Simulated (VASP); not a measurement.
OSZICAR of a VASP run on MnO$_{2}$ (rutile):

**OSZICAR**
```
       N       E                     dE             d eps       ncg     rms          rms(c)
DAV:   1     0.654911741555E+03    0.65491E+03   -0.28697E+04  7312   0.200E+03
DAV:   2     0.305572339548E+02   -0.62435E+03   -0.58971E+03  7772   0.564E+02
DAV:   3    -0.504507133230E+02   -0.81008E+02   -0.78996E+02  9108   0.190E+02
DAV:   4    -0.535295668864E+02   -0.30789E+01   -0.28529E+01  8378   0.336E+01
DAV:   5    -0.535844966442E+02   -0.54930E-01   -0.54903E-01  7546   0.523E+00    0.412E+01
DAV:   6    -0.525577688238E+02    0.10267E+01   -0.18830E+02  8956   0.120E+02    0.627E+01
DAV:   7    -0.395719773647E+02    0.12986E+02   -0.15218E+02  9540   0.126E+02    0.191E+01
DAV:   8    -0.374890318119E+02    0.20829E+01   -0.98727E+00  7628   0.290E+01    0.801E+00
DAV:   9    -0.370506271120E+02    0.43840E+00   -0.21225E+00  9700   0.145E+01    0.299E+00
DAV:  10    -0.370666405173E+02   -0.16013E-01   -0.20914E-01  7512   0.396E+00    0.164E+00
DAV:  11    -0.370572988388E+02    0.93417E-02   -0.35075E-02  7472   0.234E+00    0.417E-01
DAV:  12    -0.370584211182E+02   -0.11223E-02   -0.35695E-03  8274   0.473E-01    0.274E-01
DAV:  13    -0.370580841886E+02    0.33693E-03   -0.51198E-04  8146   0.313E-01    0.128E-01
DAV:  14    -0.370580279446E+02    0.56244E-04   -0.16277E-04  8838   0.170E-01    0.409E-02
DAV:  15    -0.370580234504E+02    0.44942E-05   -0.86686E-05  8362   0.120E-01    0.190E-02
DAV:  16    -0.370580225278E+02    0.92258E-06   -0.10616E-05  7404   0.330E-02    0.129E-02
DAV:  17    -0.370580220795E+02    0.44830E-06   -0.33079E-06  9210   0.260E-02    0.248E-03
DAV:  18    -0.370580220754E+02    0.41327E-08   -0.47085E-07  6318   0.475E-03
   1 F= -.37058022E+02 E0= -.37058163E+02  d E =-.370580E+02  mag=     0.0000
       N       E                     dE             d eps       ncg     rms          rms(c)
DAV:   1    -0.370667406084E+02   -0.87185E-02   -0.36757E+00  7200   0.132E+01    0.964E-01
DAV:   2    -0.370688271149E+02   -0.20865E-02   -0.11571E-01  8270   0.287E+00    0.709E-01
DAV:   3    -0.370662382325E+02    0.25889E-02   -0.13535E-02 10206   0.157E+00    0.472E-01
DAV:   4    -0.370641235368E+02    0.21147E-02   -0.65839E-03  9442   0.917E-01    0.187E-01
DAV:   5    -0.370640572938E+02    0.66243E-04   -0.13260E-03  7904   0.345E-01    0.797E-02
DAV:   6    -0.370640599850E+02   -0.26913E-05   -0.70843E-05  7804   0.670E-02    0.435E-02
DAV:   7    -0.370640539060E+02    0.60791E-05   -0.13333E-05  8800   0.339E-02    0.159E-02
DAV:   8    -0.370640542150E+02   -0.30904E-06   -0.44111E-06  8468   0.205E-02    0.498E-03
DAV:   9    -0.370640542427E+02   -0.27650E-07   -0.29701E-07  6480   0.558E-03
   2 F= -.37064054E+02 E0= -.37064192E+02  d E =-.603217E-02  mag=    -0.0000
       N       E                     dE             d eps       ncg     rms          rms(c)
DAV:   1    -0.370642360219E+02   -0.18181E-03   -0.61232E-02  7200   0.171E+00    0.124E-01
DAV:   2    -0.370642573179E+02   -0.21296E-04   -0.18839E-03  8276   0.361E-01    0.885E-02
DAV:   3    -0.370642299770E+02    0.27341E-04   -0.21241E-04 10220   0.195E-01    0.609E-02
DAV:   4    -0.370641896298E+02    0.40347E-04   -0.11369E-04  9706   0.122E-01    0.259E-02
DAV:   5    -0.370641900240E+02   -0.39426E-06   -0.23300E-05  8050   0.495E-02    0.101E-02
DAV:   6    -0.370641897601E+02    0.26387E-06   -0.14071E-06  7640   0.101E-02    0.561E-03
DAV:   7    -0.370641899677E+02   -0.20760E-06   -0.18565E-07  4928   0.400E-03    0.205E-03
DAV:   8    -0.370641898454E+02    0.12232E-06   -0.82682E-08  3600   0.279E-03    0.644E-04
DAV:   9    -0.370641898436E+02    0.18717E-08   -0.18422E-08  3600   0.134E-03
   3 F= -.37064190E+02 E0= -.37064329E+02  d E =-.616777E-02  mag=    -0.0000
```

Task: Which electronic solver shows in the log?

Result: It is blocked Davidson (ALGO = Normal, or the opening steps of other solvers). The INCAR had ALGO = Normal.

Task: How was spin treated?

Result: Collinear spin (ISPIN = 2): the summary line carries one mag value, 0.00 μB in the cell.

Task: Can the final energy be trusted as converged?

Result: The calculation finished and met its thresholds. It stopped with EDIFF = 1E-7, NELM = 100, NSW = 30 and EDIFFG = -0.01 after 3 ionic steps (rev-vdW-DF2, plane waves, VASP's PBE PAW potentials (set 64)).

The compound is MnO2 in the rutile structure. This cell is one point of a volume scan, at 1.06 of the reference volume. Symmetry was kept, so distortions that lower it aren't found.
